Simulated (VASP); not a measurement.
Crystal: MgO.

```xyz
4
Lattice="2.9265 0.0000 0.0000 0.0000 2.9265 0.0000 0.0000 0.0000 4.2613" Properties=species:S:1:pos:R:3 pbc="T T T"
Mg    0.0000    0.0000    0.0000
Mg    1.4633    1.4633    2.1307
O     1.4633    1.4633    0.0000
O     0.0000    0.0000    2.1307
```

The cell was built by a generator and isn't the measured one.

* Program: VASP 6.6.1
* Task: relaxation of cell and atoms
* Functional: LDA
* Potentials or basis: VASP PAW LDA potentials, release 64 (Mg, O)
* Cutoff: 600 eV
* k mesh: 8 × 8 × 6
* Occupations: gaussian, width 0.02 eV
* Spin: no spin polarisation

At the start: pressure -4.1 GPa; volume 9.12 Å³/atom.

How do energy, volume and symmetry change on relaxing?

Over 3 steps the energy falls by 6.5 meV/atom and the volume is 8.88 Å³/atom (-2.7 %); space group Fm-3m (No. 225, to 0.05 Å).

Step by step:
| step | energy change (eV) | largest force (eV/Å) | pressure (GPa) | volume (Å³) |
| --- | --- | --- | --- | --- |
| 1 | 0.0000 | 0.0000 | -4.13 | 36.50 |
| 2 | -0.0252 | 0.0000 | -0.50 | 35.69 |
| 3 | -0.0261 | 0.0000 | 0.25 | 35.52 |

Final structure:
```xyz
4
Lattice="2.9265 0.0000 0.0000 0.0000 2.9265 0.0000 0.0000 0.0000 4.1478" Properties=species:S:1:pos:R:3 pbc="T T T"
Mg    0.0000    0.0000    0.0000
Mg    1.4633    1.4633    2.0739
O     1.4633    1.4633    0.0000
O     0.0000    0.0000    2.0739
```
